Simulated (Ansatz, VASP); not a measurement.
## Hf11Ti19O60 (amorphous 37HfO2-63TiO2 (mol %)): VASP beside Ansatz

Aim: how closely do two programs agree when they are given the same cell, functional and k mesh? The cell is taken from a series of runs on this material, whose earlier steps may have relaxed, scaled, displaced or heated it; both programs get it as it stands.

Calculated with Ansatz 0.2.0; plane waves, with VASP 6.6.1 beside it; single point at RPBE.

## (1) The structure

The cell holds 90 atoms: 11 Hf, 19 Ti and 60 O. Cell: a = 10.556 Å, b = 10.556 Å, c = 10.556 Å, α = 90.0°, β = 90.0°, γ = 90.0°. As first built, before any earlier steps moved the atoms (in the runner's words): 90 atoms (11 Zr, 19 Ti, 60 O) placed at random at 4.16 g/cm^3, melted at 5000 K for 10 ps at fixed volume with the Morse and Coulomb pair potential with partial charges (Pedone, Malavasi, Menziani, Cormack and Segre, J. Phys. Chem. B 110, 11780 (2006)). Quenched from 5000 K to 300 K at 200 K/ps and fixed volume, held 10 ps at zero pressure, then minimised at fixed cell. Then Zr was replaced by Hf and the cell scaled by 1.008 (the potential has no terms for the new elements, so the cell is a start for a DFT relaxation). The cell carries charge −1.

## (2) Ansatz: single point, RPBE

Ansatz runs on its default PAW (the set named soft_2) files.

A single point gives forces, pressure and levels at one fixed geometry, so differences don't come from the geometry; what else differs is listed under the comparison.

Input file input.yaml:

```yaml
crystal:
  lattice:
    - [10.55605, 0.0, 0.0]
    - [0.0, 10.55605, 0.0]
    - [0.0, 0.0, 10.55605]
  atoms:
    - { symbol: Hf, position: [0.83228, 0.27044, 0.4438] }
    - { symbol: Hf, position: [0.08054, 0.18901, 0.64861] }
    - { symbol: Hf, position: [0.26229, 0.33804, 0.1498] }
    - { symbol: Hf, position: [0.85967, 0.95464, 0.6243] }
    - { symbol: Hf, position: [0.99336, 0.12969, 0.16211] }
    - { symbol: Hf, position: [0.90839, 0.40816, 0.91258] }
    - { symbol: Hf, position: [0.05913, 0.7361, 0.69938] }
    - { symbol: Hf, position: [0.27477, 0.66505, 0.23619] }
    - { symbol: Hf, position: [0.33974, 0.00044, 0.15192] }
    - { symbol: Hf, position: [0.7103, 0.63406, 0.68344] }
    - { symbol: Hf, position: [0.75629, 0.08148, 0.93737] }
    - { symbol: Ti, position: [0.58906, 0.3231, 0.05633] }
    - { symbol: Ti, position: [0.57309, 0.73981, 0.40119] }
    - { symbol: Ti, position: [0.53663, 0.43998, 0.34848] }
    - { symbol: Ti, position: [0.58733, 0.04539, 0.623] }
    - { symbol: Ti, position: [0.69627, 0.75176, 0.10111] }
    - { symbol: Ti, position: [0.09943, 0.00477, 0.9017] }
    - { symbol: Ti, position: [0.41004, 0.39691, 0.65145] }
    - { symbol: Ti, position: [0.39327, 0.13515, 0.87029] }
    - { symbol: Ti, position: [0.1673, 0.4609, 0.73429] }
    - { symbol: Ti, position: [0.31544, 0.11345, 0.4287] }
    - { symbol: Ti, position: [0.01294, 0.68621, 0.00041] }
    - { symbol: Ti, position: [0.08018, 0.48074, 0.43265] }
    - { symbol: Ti, position: [0.38444, 0.7331, 0.663] }
    - { symbol: Ti, position: [0.12126, 0.90712, 0.41119] }
    - { symbol: Ti, position: [0.83641, 0.46788, 0.21016] }
    - { symbol: Ti, position: [0.66938, 0.02669, 0.25584] }
    - { symbol: Ti, position: [0.41324, 0.56797, 0.94569] }
    - { symbol: Ti, position: [0.51445, 0.84856, 0.89575] }
    - { symbol: Ti, position: [0.70581, 0.34517, 0.70816] }
    - { symbol: O, position: [0.32094, 0.52868, 0.08905] }
    - { symbol: O, position: [0.91392, 0.12912, 0.55378] }
    - { symbol: O, position: [0.47177, 0.60937, 0.32545] }
    - { symbol: O, position: [0.46132, 0.08762, 0.51177] }
    - { symbol: O, position: [0.23515, 0.32644, 0.63049] }
    - { symbol: O, position: [0.27684, 0.19814, 0.27783] }
    - { symbol: O, position: [0.79915, 0.25985, 0.84196] }
    - { symbol: O, position: [0.05243, 0.58419, 0.84589] }
    - { symbol: O, position: [0.39807, 0.96549, 0.97045] }
    - { symbol: O, position: [0.51107, 0.068, 0.21107] }
    - { symbol: O, position: [0.79433, 0.07012, 0.13922] }
    - { symbol: O, position: [0.58056, 0.47401, 0.69046] }
    - { symbol: O, position: [0.00983, 0.85529, 0.54154] }
    - { symbol: O, position: [0.9537, 0.08719, 0.97122] }
    - { symbol: O, position: [0.70602, 0.40083, 0.34529] }
    - { symbol: O, position: [0.45938, 0.79907, 0.50977] }
    - { symbol: O, position: [0.04464, 0.33463, 0.78809] }
    - { symbol: O, position: [0.09045, 0.56833, 0.5978] }
    - { symbol: O, position: [0.76303, 0.35578, 0.07162] }
    - { symbol: O, position: [0.81056, 0.40629, 0.59093] }
    - { symbol: O, position: [0.48668, 0.35818, 0.20282] }
    - { symbol: O, position: [0.57835, 0.75156, 0.74252] }
    - { symbol: O, position: [0.35074, 0.57292, 0.62292] }
    - { symbol: O, position: [0.23139, 0.8078, 0.65672] }
    - { symbol: O, position: [0.48969, 0.99049, 0.76317] }
    - { symbol: O, position: [0.17693, 0.07469, 0.52572] }
    - { symbol: O, position: [0.45512, 0.36686, 0.47838] }
    - { symbol: O, position: [0.65897, 0.83906, 0.26478] }
    - { symbol: O, position: [0.59028, 0.17359, 0.96468] }
    - { symbol: O, position: [0.66599, 0.20584, 0.61396] }
    - { symbol: O, position: [0.94578, 0.51914, 0.06924] }
    - { symbol: O, position: [0.71609, 0.13139, 0.37494] }
    - { symbol: O, position: [0.30872, 0.46905, 0.84] }
    - { symbol: O, position: [0.03395, 0.32529, 0.49053] }
    - { symbol: O, position: [0.12803, 0.70334, 0.11621] }
    - { symbol: O, position: [0.09364, 0.28682, 0.09252] }
    - { symbol: O, position: [0.36663, 0.81432, 0.17558] }
    - { symbol: O, position: [0.55744, 0.69538, 0.00583] }
    - { symbol: O, position: [0.91342, 0.27283, 0.26952] }
    - { symbol: O, position: [0.67963, 0.64773, 0.49368] }
    - { symbol: O, position: [0.22336, 0.10795, 0.81661] }
    - { symbol: O, position: [0.29042, 0.96407, 0.34862] }
    - { symbol: O, position: [0.85834, 0.76123, 0.03977] }
    - { symbol: O, position: [0.79178, 0.51422, 0.81765] }
    - { symbol: O, position: [0.44606, 0.25288, 0.75549] }
    - { symbol: O, position: [0.20957, 0.47274, 0.31048] }
    - { symbol: O, position: [0.72587, 0.59824, 0.18685] }
    - { symbol: O, position: [0.35302, 0.22175, 0.02176] }
    - { symbol: O, position: [0.94312, 0.52553, 0.34354] }
    - { symbol: O, position: [0.15755, 0.02309, 0.07569] }
    - { symbol: O, position: [0.02479, 0.99343, 0.30015] }
    - { symbol: O, position: [0.6561, 0.90931, 0.98842] }
    - { symbol: O, position: [0.01116, 0.02753, 0.7427] }
    - { symbol: O, position: [0.54106, 0.44432, 0.9519] }
    - { symbol: O, position: [0.74471, 0.00882, 0.76505] }
    - { symbol: O, position: [0.86135, 0.75767, 0.70024] }
    - { symbol: O, position: [0.69033, 0.93414, 0.53445] }
    - { symbol: O, position: [0.16521, 0.74394, 0.36936] }
    - { symbol: O, position: [0.37322, 0.72161, 0.85578] }
    - { symbol: O, position: [0.07352, 0.82724, 0.88187] }
total_charge: -1
kpoints:
  mp_grid: { grid: [1, 1, 1] }
hamiltonian:
  xc: rpbe
scf:
  occupations: { method: fermi_dirac, width: 0.01 }
  lower_state_search: "off"
output:
  forces: true
  stress: true
  populations: true
  dos:
    method: { smearing: { sigma: 0.08 } }
    de: 0.1
    projected: { site_lists: { Hf: [Hf], O: [O], Ti: [Ti] } }
  eigenvalues: true
  write_density: true
  write_potential: true
  volumetric_format: npy
magnetization:
  spin_polarized: true
  initial_magnetization: 1
```

On the command line:

```bash
$ ansatz run input.yaml --threads 4 --pin off --max-ram 8192MiB --backend cpu --events-out ev --progress --plain --runs-dir out
```

Numbers of over 12 decimals in the logs are rounded to 6 here.

What it wrote:

```text
Engine: ansatz 0.2.0, x86_64-unknown-linux-gnu
Pseudopotentials: kind: paw
Pseudopotential: Hf, paw, valence charge 26, recommended cutoff 420 eV (normal), Hf.paw.azcp
Pseudopotential: Ti, paw, valence charge 12, recommended cutoff 420 eV (normal), Ti.paw.azcp
Pseudopotential: O, paw, valence charge 6, recommended cutoff 420 eV (normal), O.paw.azcp
Functional definition: RPBE
  parameter kappa = 0.804
  parameter beta = 0.066725
  exchange = rpbe_x(kappa = kappa, mu = beta*pi^2/3)
  correlation = pbe_c(beta = beta)
Crystal: 90 atoms, lattice volume = 1176.263 Å³
Basis set: ecut = 420 eV, 22983 PW (Γ), exchange–correlation on 144×144×144 points (8 copies of the dense FFT grid, shifted against one another)
Bands: 528, of which v1, the nominal top of the filled ones, is band 438 counted from 1 (437 counted from 0)
Symmetry: 1 space group operations
Space group: P1 (ITA 1), of the structure as read, at distance tolerance 1.1e-4 Å
Magnetic group: BNS 1.1 (UNI 1), of the structure as read, at distance tolerance 1.1e-4 Å
k-points: 1
Non-local potential: Hf, projectors of the file, l = 0: 3, l = 1: 2, l = 2: 2, l = 3: 3
Non-local potential: Ti, projectors of the file, l = 0: 3, l = 1: 2, l = 2: 3, l = 3: 1
Non-local potential: O, projectors of the file, l = 0: 2, l = 1: 2, l = 2: 1
PAW form: soft (Blöchl's): semilocal exchange-correlation on the pseudo side does not see the compensation charge
PAW frozen core: Hf, regenerated for the run's functional, and the local potential with it (the file was generated under x = pbe(κ = 0.804, μ = 0.219515), c = pbe(β = 0.066725))
PAW frozen core: Ti, regenerated for the run's functional, and the local potential with it (the file was generated under x = pbe(κ = 0.804, μ = 0.219515), c = pbe(β = 0.066725))
PAW frozen core: O, regenerated for the run's functional, and the local potential with it (the file was generated under x = pbe(κ = 0.804, μ = 0.219515), c = pbe(β = 0.066725))
PAW one-centre angular grid: Hf, 590 points (default); XC on 64 Gauss nodes
PAW one-centre angular grid: Ti, 590 points (default); XC on 64 Gauss nodes
PAW one-centre angular grid: O, 110 points (default); XC on 64 Gauss nodes
Initial density: superposition of atomic densities (chi_scale 0.1, normalization cell, long waves 12 % of neutral atoms scaled as one to the charged cell's electrons (reshape's long-wave potential 1.12 eV rms, cloud 2.41 Å wide))
Starting moments: Σ|m| = 1 μB on 90 of 90 sites
Initial wavefunctions: pseudopotential atomic-orbital guess
Functional: x = rpbe, c = pbe(β = 0.066725)
SCF iter   1: F=—  HF=-254960.084621 eV  |F-HF|=—  |Δ(HF+E_count)|=         —  Δρ=4.45e-2 (↑4.45e-2 ↓4.33e-2)  dr2=2.21e2  dr2_m=1.08e-1  M=1.000 μB ∫|m|=1.056 μB  β_m=1.00  ethr=3.10e-3  ⟨swp⟩=5.0  Hψ=3344  notcnv=0  defer=124
preconditioner: auto → Resta (q_TF=auto, 2.597 Å⁻¹)  ε∞=5.5  [insulator: Δε(μ)=0.088 eV  Ē_g=12.794 eV  σ=0.010 eV  W_gap=0.98  n_scr=364 (ndim 8)  ℏωp=27.3 eV  f_vac=0.036  D(μ)=2.59/eV (n_scr^D=6)  ε∞_Penn≈5.5]
spin=Collinear: Resta preconditioning applied to the charge; magnetization (m = ρ↑ − ρ↓) channel mixes plain (no charge-response kernel on spin).
SCF iter   2: F=—  HF=-254930.463442 eV  |F-HF|=—  |Δ(HF+E_count)|=         —  Δρ=2.71e-2 (↑2.65e-2 ↓2.71e-2)  dr2=6.37e1  dr2_m=8.25e-2  M=0.197 μB ∫|m|=0.375 μB  β_m=0.30  ethr=3.10e-3  ⟨swp⟩=3.0  Hψ=2940  notcnv=0  defer=168
Mixer restart at iter 2: flushing history
preconditioner: auto → Kerker (q_TF=auto, 2.597 Å⁻¹)  [metal: Δε(μ)=0.008 eV  Ē_g=12.123 eV  σ=0.010 eV  W_gap=0.20  n_scr=364 (ndim 8)  ℏωp=27.3 eV  f_vac=0.040  D(μ)=48.07/eV (n_scr^D=388)]
spin=Collinear: Kerker preconditioning applied to the charge; magnetization (m = ρ↑ − ρ↓) channel mixes plain (no charge-response kernel on spin).
SCF iter   3: F=—  HF=-254925.128245 eV  |F-HF|=—  |Δ(HF+E_count)|=    5.34e0  Δρ=2.06e-2 (↑2.04e-2 ↓2.06e-2)  dr2=4.33e1  dr2_m=6.53e-2  M=0.552 μB ∫|m|=0.669 μB  β_m=0.30  ethr=3.10e-3  ⟨swp⟩=2.5  Hψ=1239  notcnv=0  defer=162
SCF iter   4: F=—  HF=-254917.440481 eV  |F-HF|=—  |Δ(HF+E_count)|=    7.69e0  Δρ=1.15e-2 (↑1.15e-2 ↓8.64e-3)  dr2=1.24e1  dr2_m=2.02e-1  M=0.970 μB ∫|m|=1.080 μB  β_m=0.30  ethr=3.10e-3  ⟨swp⟩=4.0  Hψ=3034  notcnv=0  defer=156
SCF iter   5: F=—  HF=-254916.481106 eV  |F-HF|=—  |Δ(HF+E_count)|=   9.59e-1  Δρ=8.33e-3 (↑8.33e-3 ↓7.09e-3)  dr2=5.77e0  dr2_m=9.16e-2  M=1.000 μB ∫|m|=1.101 μB  β_m=0.30  ethr=1.41e-3  ⟨swp⟩=5.0  Hψ=1826  notcnv=0  defer=156
SCF iter   6: F=—  HF=-254916.570795 eV  |F-HF|=—  |Δ(HF+E_count)|=   8.97e-2  Δρ=5.45e-3 (↑5.15e-3 ↓5.45e-3)  dr2=3.03e0  dr2_m=4.08e-2  M=1.000 μB ∫|m|=1.102 μB  β_m=0.30  ethr=6.59e-4  ⟨swp⟩=3.0  Hψ=2092  notcnv=0  defer=166
[...]
k-point 0 ↓: bands = [... 434 lower, 7.8924, 7.9413, 8.1675, 10.9086, 10.9757, 11.0459, 11.0836, 11.1237, ... 86 higher]
--- Löwdin populations: 90 sites ---
  site symbol       q [e]    m [muB]
     0     Hf     24.5737     0.0009
     1     Hf     24.5203     0.0120
     2     Hf     24.5477     0.0006
     3     Hf     24.5621     0.0003
     4     Hf     24.5091     0.0001
     5     Hf     24.5622     0.0047
     6     Hf     24.5486     0.0081
     7     Hf     24.5609     0.0008
     8     Hf     24.5713    -0.0000
     9     Hf     24.5308     0.0061
    10     Hf     24.5445     0.0008
    11     Ti     10.6673     0.0161
    12     Ti     10.6684     0.0037
    13     Ti     10.6581     0.0359
    14     Ti     10.6528     0.0017
    15     Ti     10.6371     0.0103
    16     Ti     10.6022     0.0015
    17     Ti     10.7136     0.3620
    18     Ti     10.6430     0.0107
    19     Ti     10.7335     0.3772
    20     Ti     10.6588     0.0009
    21     Ti     10.6477     0.0127
    22     Ti     10.6357     0.0049
    23     Ti     10.6964     0.0398
[...]
82      O      6.6804     0.0014
    83      O      6.5670    -0.0027
    84      O      6.6694     0.0001
    85      O      6.7106    -0.0000
    86      O      6.6627     0.0001
    87      O      6.6460     0.0000
    88      O      6.7001    -0.0027
    89      O      6.6942     0.0003
  spilling = 0.003077 (of n_electrons = 875.000000)
```

In the SCF lines HF is the Harris–Foulkes energy and dr2 the Hartree energy of the density residual, in eV; the loop may stop once dr2 is under the threshold and the program's other checks hold. Hψ counts applications of the Hamiltonian.

[end of part 1 of 2]

[Lines on the potential files, build, host, timing and source positions are cut from VASP's logs without a mark.]

[Logs are printed without paths, hosts, clocks, repeated set-up lines and the standing remarks that a program may print on its own settings, such as how far it seeks lower states.]

[Hosts, paths, dates, database ids (printed as entryN), source tags and the programs' standing remarks are cut or masked in the printed files.]
